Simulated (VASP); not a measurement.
A 71-atom supercell of AlN (wurtzite) holds Al vacancy in charge state +0. It is relaxed twice, with the total moment held at 1 and at 3 μB. The numbers are results of PBE GGA, VASP's PBE PAW potentials (set 64) (plane waves; VASP), not measurements. Numerical set-up: PREC = Normal, LREAL = Auto, ISYM = 0, EDIFF = 1E-5, 400 eV cut-off, 1×1×1 Γ-centred mesh, Gaussian smearing of 0.050 eV, potentials Al N.

The supercell is sampled at Γ alone, which is coarse: total energies, pressure and levels can be off, energies of defects by several tenths of an eV.

Which spin state lies lower, and by how much?

The state with 3 μB lies lower, by 0.12 eV.

The cell is a supercell with a defect, built from AlN (wurtzite).
